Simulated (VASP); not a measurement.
Output of a VASP run:

**OSZICAR**
```
...
   2 F= -.55671622E+03 E0= -.55671622E+03  d E =0.596186E-03  mag=     2.0000
       N       E                     dE             d eps       ncg     rms          rms(c)
DAV:   1    -0.556717299881E+03   -0.10773E-02   -0.14980E-01  1032   0.977E-01    0.170E-01
RMM:   2    -0.556717555075E+03   -0.25519E-03   -0.40965E-03   912   0.151E-01    0.598E-02
RMM:   3    -0.556717495075E+03    0.60000E-04   -0.39240E-04   913   0.475E-02    0.319E-02
RMM:   4    -0.556717472192E+03    0.22883E-04   -0.20247E-04   909   0.287E-02    0.116E-02
RMM:   5    -0.556717472638E+03   -0.44568E-06   -0.21924E-05   553   0.971E-03
   3 F= -.55671747E+03 E0= -.55671747E+03  d E =-.653532E-03  mag=     2.0000
       N       E                     dE             d eps       ncg     rms          rms(c)
DAV:   1    -0.556717478904E+03   -0.67117E-05   -0.32295E-01   996   0.143E+00    0.175E-01
RMM:   2    -0.556718006806E+03   -0.52790E-03   -0.66950E-03   912   0.196E-01    0.581E-02
RMM:   3    -0.556717979862E+03    0.26943E-04   -0.57941E-04   913   0.596E-02    0.339E-02
RMM:   4    -0.556717955521E+03    0.24341E-04   -0.22426E-04   912   0.314E-02    0.126E-02
RMM:   5    -0.556717957738E+03   -0.22167E-05   -0.30977E-05   605   0.112E-02
   4 F= -.55671796E+03 E0= -.55671796E+03  d E =-.485101E-03  mag=     2.0000
       N       E                     dE             d eps       ncg     rms          rms(c)
DAV:   1    -0.556717969504E+03   -0.13983E-04   -0.11160E-02  1048   0.266E-01    0.325E-02
RMM:   2    -0.556717986200E+03   -0.16696E-04   -0.21833E-04   912   0.355E-02    0.104E-02
RMM:   3    -0.556717985491E+03    0.70877E-06   -0.18649E-05   551   0.107E-02    0.585E-03
RMM:   4    -0.556717984819E+03    0.67238E-06   -0.43426E-06   528   0.471E-03
   5 F= -.55671798E+03 E0= -.55671798E+03  d E =-.512181E-03  mag=     2.0000
       N       E                     dE             d eps       ncg     rms          rms(c)
DAV:   1    -0.556718250390E+03   -0.26490E-03   -0.17114E-01   960   0.104E+00    0.869E-02
RMM:   2    -0.556718540506E+03   -0.29012E-03   -0.32767E-03   912   0.137E-01    0.330E-02
RMM:   3    -0.556718547828E+03   -0.73220E-05   -0.27283E-04   913   0.411E-02    0.212E-02
RMM:   4    -0.556718541071E+03    0.67567E-05   -0.75053E-05   843   0.194E-02
   6 F= -.55671854E+03 E0= -.55671854E+03  d E =-.556252E-03  mag=     2.0000
       N       E                     dE             d eps       ncg     rms          rms(c)
DAV:   1    -0.556718349546E+03    0.19828E-03   -0.28809E-01   944   0.135E+00    0.112E-01
RMM:   2    -0.556718839344E+03   -0.48980E-03   -0.55532E-03   912   0.177E-01    0.438E-02
RMM:   3    -0.556718852390E+03   -0.13046E-04   -0.46922E-04   913   0.535E-02    0.285E-02
RMM:   4    -0.556718841091E+03    0.11299E-04   -0.13175E-04   904   0.255E-02    0.995E-03
RMM:   5    -0.556718843989E+03   -0.28984E-05   -0.21510E-05   574   0.941E-03
   7 F= -.55671884E+03 E0= -.55671884E+03  d E =-.859170E-03  mag=     2.0000
       N       E                     dE             d eps       ncg     rms          rms(c)
DAV:   1    -0.556719104043E+03   -0.26295E-03   -0.16019E-01   944   0.100E+00    0.838E-02
RMM:   2    -0.556719381065E+03   -0.27702E-03   -0.30954E-03   912   0.133E-01    0.323E-02
RMM:   3    -0.556719389224E+03   -0.81584E-05   -0.26113E-04   913   0.400E-02    0.204E-02
RMM:   4    -0.556719384513E+03    0.47110E-05   -0.72415E-05   843   0.189E-02
   8 F= -.55671938E+03 E0= -.55671938E+03  d E =-.540524E-03  mag=     2.0000
```

OUTCAR:
```
------------------------ aborting loop because EDIFF is reached ----------------------------------------
  FORCE on cell =-STRESS in cart. coord.  units (eV):
  Direction    XX          YY          ZZ          XY          YZ          ZX
  --------------------------------------------------------------------------------------
  Total      -23.1079097    -21.2462898    -21.1905306      2.4903942     -2.4488380     -2.8652980
  in kB      -38.8247652    -35.6969635    -35.6032797      4.1842370     -4.1144164     -4.8141318
  external PRESSURE =     -36.7083361 kB  Pullay stress =       0.0000000 kB
  volume of cell :      953.59
      direct lattice vectors                 reciprocal lattice vectors
     5.005566415 -8.669895594  0.000000000     0.099888796 -0.057670821  0.000000000
     5.005566415  8.669895594  0.000000000     0.099888796  0.057670821  0.000000000
     0.000000000  0.000000000 10.986650669     0.000000000  0.000000000  0.091019550
 POSITION                                       TOTAL-FORCE (eV/Angst)
 -----------------------------------------------------------------------------------
      1.19547      2.06525      1.82794         0.004504      0.010759     -0.006705
      2.65152      0.01066      0.00012         0.006850      0.005433      0.005998
      1.20507     -2.01066      3.67988        -0.002908      0.025305     -0.001252
      6.16873     -6.65320      7.35269        -0.007306      0.011107      0.022516
      2.58125     -0.08079      5.63252         0.011408     -0.001093      0.004891
      1.19038     -2.03695      9.16944        -0.018780      0.000036     -0.012358
      3.69851      6.36631      1.84832        -0.003056      0.007908      0.006333
      5.14376      4.34759     10.98585        -0.017019      0.021594      0.008871
      3.76557      2.46154      3.53819        -0.011864     -0.010029     -0.008217
      8.70240     -2.26591      7.32407         0.013129      0.017692      0.008581
      5.15034      4.40658      5.46076         0.010753      0.012211      0.004388
      3.68034      2.28931      9.15108        -0.001975      0.009883     -0.000107
      3.69904     -2.26611      1.83806         0.005827      0.000455      0.022641
      5.10664     -4.34098      0.00198         0.002849     -0.003493     -0.011121
      8.69459      2.27557      3.65376        -0.006823     -0.014908      0.006467
      3.68850     -2.41228      7.37923         0.003733     -0.013524      0.001721
      5.15657     -4.40251      5.51372        -0.009715     -0.000271     -0.000254
      8.64212      2.30636      9.15455         0.011615      0.008487     -0.009863
      6.24802      2.11626      1.74137         0.001285      0.000197      0.012057
      7.64485     -0.01769     10.97935         0.002894     -0.022869      0.010927
      6.19178     -2.08788      3.68462         0.001411      0.012053     -0.001009
      6.15912      2.08195      7.29528        -0.006409     -0.021287     -0.013250
      7.61489      0.00290      5.49423        -0.008590      0.002573      0.003987
      6.19821     -2.08215      9.16094         0.011506     -0.015642     -0.003040
      1.71649      0.67860      1.15637         0.000388      0.006506      0.003924
      2.25228     -2.50312      2.53584        -0.006423      0.001170     -0.010746
      3.59735     -1.12102      0.68411         0.016708     -0.007821      0.007473
      1.66693     -0.59979      4.36086        -0.005163     -0.017143     -0.010771
      2.24136      2.63288      2.94721        -0.011362      0.001564     -0.014949
      1.58710      0.54025      6.79617         0.009068     -0.004180      0.004724
      3.60091      1.13017     10.29039         0.006072      0.007505      0.004674
      2.25536     -2.65509      8.10328         0.013383     -0.018673      0.009182
      3.48088     -1.32907      6.18762        -0.006085     -0.008574     -0.018874
      1.71134     -0.64629      9.82855         0.001963      0.004428     -0.013536
      2.22064      2.54337      8.47758        -0.002559     -0.003946      0.005024
      4.18896      4.96587      1.17103        -0.004037      0.014732      0.010021
      6.15372      5.54083      4.86949        -0.000273      0.012376     -0.018460
      4.72731      1.97963      2.29752         0.007641     -0.011398      0.010267
      6.21425      3.27119      0.59208        -0.002121     -0.009155     -0.000080
      4.23003      3.89310      4.21012         0.003537      0.005971     -0.003724
      4.75427      6.86475      2.98525         0.006529      0.000017     -0.005870
      4.19249      5.02426      6.62290        -0.007727     -0.002186      0.009360
      6.02420      5.54538     10.35501         0.009838      0.006877      0.005701
      4.70900      1.81484      7.97919         0.003212      0.016821     -0.015178
      6.02853      3.20295      6.11609         0.014304     -0.000697      0.005696
      4.20066      3.66575      9.84440        -0.007242      0.017530      0.000058
      4.77048      6.90473      8.43937         0.012511     -0.004943     -0.001863
      4.19296     -3.65911      1.16326        -0.011385     -0.000181     -0.008006
      6.06924     -3.23997      4.83301         0.007216     -0.002825      0.002527
      4.76200     -6.88215      2.53105         0.002712     -0.004527      0.004941
      6.05107     -5.48788      0.65353        -0.008000     -0.000205     -0.003324
      4.17697     -5.01811      4.36722        -0.000493     -0.015340     -0.011506
      4.75712     -1.79668      2.98111         0.011226     -0.010351     -0.001734
      4.24790     -3.79546      6.72791        -0.009760     -0.008724      0.008931
      6.08164     -3.24032     10.29692        -0.008443     -0.009256      0.002116
      4.69676     -6.80996      8.00963         0.000842     -0.023853     -0.003776
...
```
(Selected blocks of OUTCAR.)

### POSCAR
```
O47Si24
1
    5.0055664148    -8.6698955938     0.0000000000
    5.0055664148     8.6698955938     0.0000000000
    0.0000000000     0.0000000000    10.9866506686
Si O
24 47
Direct
  0.0002611585   0.2386004924   0.1664044581
  0.2641857354   0.2650732155   0.0000545369
  0.2363649034   0.0042959794   0.3349012464
  0.9996558503   0.2325788266   0.6691106926
  0.2622083743   0.2531250359   0.5127968414
  0.2361626414   0.0011610530   0.8343519528
  0.0023157190   0.7363861541   0.1684139323
  0.2631829438   0.7645521869   0.9999829709
  0.2342858413   0.5182035291   0.3219089176
  0.9996616098   0.7384541399   0.6665252590
  0.2602680097   0.7686062098   0.4972013719
  0.2358594887   0.4995417967   0.8328397344
  0.5003520386   0.2388168703   0.1675698630
  0.7606149340   0.2601108810   0.0003343625
  0.7372999054   0.9996589651   0.3325706901
  0.5073628478   0.2295319605   0.6716899347
  0.7687741488   0.2612371737   0.5016892172
  0.7299619953   0.9964175137   0.8330995423
  0.5021778981   0.7462888642   0.1584951269
  0.7647587649   0.7626987222   0.9994216760
  0.7391109036   0.4984316864   0.3353676154
  0.4952588503   0.7350924071   0.6640376300
  0.7605750203   0.7609747719   0.5000770731
  0.7392685439   0.4990970149   0.8337972114
  0.1322901044   0.2106022343   0.1053810618
  0.3692755707   0.0805158301   0.2307598150
  0.4241314134   0.2945276410   0.0623363699
  0.2013328430   0.1319019404   0.3969445053
  0.0721163284   0.3755218625   0.2684887508
  0.1270124403   0.1892597967   0.6187764086
  0.2943521108   0.4244538378   0.9366605792
  0.3782521267   0.0721757784   0.7373389452
  0.4246480375   0.2714430835   0.5628814527
  0.2078695795   0.1333030984   0.8945450887
  0.0754583049   0.3687192854   0.7712919509
  0.1320351913   0.7046594233   0.1066323782
  0.2951446891   0.9342481999   0.4432281616
  0.3578258761   0.5866058780   0.2088033054
  0.4324813613   0.8098421721   0.0538881962
  0.1979489674   0.6470928063   0.3831794442
  0.0792949723   0.8704239135   0.2718870778
  0.1290066814   0.7083686975   0.6030512595
  0.2818491012   0.9214539255   0.9423658403
  0.3661956455   0.5747019608   0.7262770118
  0.4173841477   0.7865316132   0.5566903554
  0.2087105585   0.6310250581   0.8960479055
  0.0779797529   0.8742895016   0.7682184326
  0.6300736668   0.2079945987   0.1060848200
  0.7933827861   0.4195623146   0.4396272034
  0.8725813601   0.0789005413   0.2304778959
  0.9210572575   0.2884429059   0.0597034556
  0.7062893957   0.1276299239   0.3974167999
  0.5788526916   0.3719818788   0.2713066974
  0.6430363852   0.2056402181   0.6123041874
  0.7946401179   0.4210190279   0.9374505313
  0.8615930951   0.0762176160   0.7288433987
  0.9322647915   0.2902386827   0.5577121837
  0.6988259679   0.1242393086   0.8980994343
  0.5797390667   0.3687733795   0.7711407744
  0.6305437050   0.7098445254   0.1023664444
  0.7907173498   0.9195107103   0.4357328687
  0.8728518336   0.5770434563   0.2319136162
  0.9234169350   0.7912047784   0.0639431000
  0.7059208232   0.6260564495   0.3980253744
  0.5775422044   0.8721748339   0.2679574138
  0.6263493702   0.7058027098   0.6031454134
  0.7912445962   0.9200405730   0.9341396076
  0.8729160669   0.5781971393   0.7302998860
  0.9200585376   0.7925617250   0.5634689218
  0.7085683647   0.6281566318   0.8965903977
  0.5704527003   0.8679410825   0.7686494204
```

Question: Write an INCAR and KPOINTS that could have produced this output.

Answer: This is not unique; one that fits is the input of the run itself, PBE GGA, plane waves, VASP's PBE PAW potentials (set 64).

### KPOINTS
```
Automatic mesh
0
Gamma
1 1 1
0 0 0
```

**INCAR**
```
# general
SYSTEM   =  O47Si24
PREC     =  Normal
ENCUT    =  400
LREAL    =  Auto
LASPH    =  .TRUE.
ISYM     =  0

# electronic loop
EDIFF    =  1E-5
NELM     =  100
NELMIN   =  4
ALGO     =  Fast

# smearing
ISMEAR   =  0
SIGMA    =  0.05

# functional
GGA      =  PE

# spin
ISPIN    =  2
MAGMOM   =  71*0.0282
NUPDOWN  =  2

# ions
IBRION   =  2
NSW      =  120
ISIF     =  2
EDIFFG   =  -0.03

# output
LWAVE    =  .FALSE.
LCHARG   =  .FALSE.
LORBIT   =  10
```

POTCAR, in this order: Si O (PBE.64 set). Program: vasp_gam.

At this cut-off the stress carries a Pulay error, which pulls relaxed volumes low. The supercell is sampled at Γ alone, which is coarse: total energies, pressure and levels can be off, energies of defects by several tenths of an eV.

The cell is a supercell with a defect, built from SiO2 (quartz): vac_O.
